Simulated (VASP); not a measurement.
Given:

```
CELL_PARAMETERS angstrom
      6.26700     0.00000     0.00000
      0.00000     3.42100     0.00000
      0.00000     0.00000     6.39700
ATOMIC_POSITIONS crystal
  Au 0.99000 0.75000 0.18400
  Au 0.01000 0.25000 0.81600
  Au 0.51000 0.25000 0.68400
  Au 0.49000 0.75000 0.31600
  Ga 0.80500 0.75000 0.59000
  Ga 0.19500 0.25000 0.41000
  Ga 0.69500 0.25000 0.09000
  Ga 0.30500 0.75000 0.91000
```

These are LDA (Ceperley-Alder, Perdew-Zunger), VASP's LDA PAW potentials (set 64) (plane waves; VASP) values and carry that method's errors. Settings: 300 eV cut-off, 3×5×3 Γ-centred mesh, Gaussian smearing of 0.10 eV, potentials Au Ga_d.

Question: Give the energies of bands 43 to 56 at the high-symmetry points, in eV from the Fermi level.

Answer: 
| band | Γ | X | S | Y | Z | U | R | T |
|---|---|---|---|---|---|---|---|---|
| 43 | -3.94 | -3.91 | -3.62 | -2.27 | -3.60 | -4.03 | -3.74 | -3.18 |
| 44 | -3.87 | -3.91 | -3.62 | -2.27 | -3.60 | -4.03 | -3.74 | -3.18 |
| 45 | -3.22 | -3.89 | -1.89 | -2.17 | -3.32 | -1.12 | -3.09 | -1.99 |
| 46 | -2.22 | -3.89 | -1.89 | -2.17 | -3.32 | -1.12 | -3.09 | -1.99 |
| 47 | -1.58 | -0.41 | -1.89 | -1.71 | -0.41 | 0.14 | -3.09 | -1.84 |
| 48 | -1.01 | -0.41 | -1.89 | -1.71 | -0.41 | 0.14 | -3.09 | -1.84 |
| 49 | 0.47 | 3.22 | 0.68 | -0.93 | 3.03 | 1.84 | 3.26 | -0.27 |
| 50 | 1.81 | 3.22 | 0.68 | -0.93 | 3.03 | 1.84 | 3.26 | -0.27 |
| 51 | 3.99 | 3.67 | 0.68 | 2.08 | 3.39 | 2.19 | 3.26 | 1.07 |
| 52 | 5.04 | 3.67 | 0.68 | 2.08 | 3.39 | 2.19 | 3.26 | 1.07 |
| 53 | 5.61 | 3.69 | 3.70 | 2.18 | 3.69 | 4.75 | 3.41 | 2.18 |
| 54 | 5.64 | 3.69 | 3.70 | 2.18 | 3.69 | 4.75 | 3.41 | 2.18 |
| 55 | 6.52 | 6.03 | 3.70 | 3.50 | 6.38 | 5.09 | 3.41 | 5.16 |
| 56 | 7.02 | 6.03 | 3.70 | 3.50 | 6.38 | 5.09 | 3.41 | 5.16 |

It has no gap at this level: it comes out as a metal or semimetal.

The structure comes from a measured GaAu entry of the Crystallography Open Database, whose conditions weren't checked. The cell was not relaxed at this level. The k-mesh is coarse (spacing up to 0.37 per Å, 2π included), so the numbers may not be converged in it.
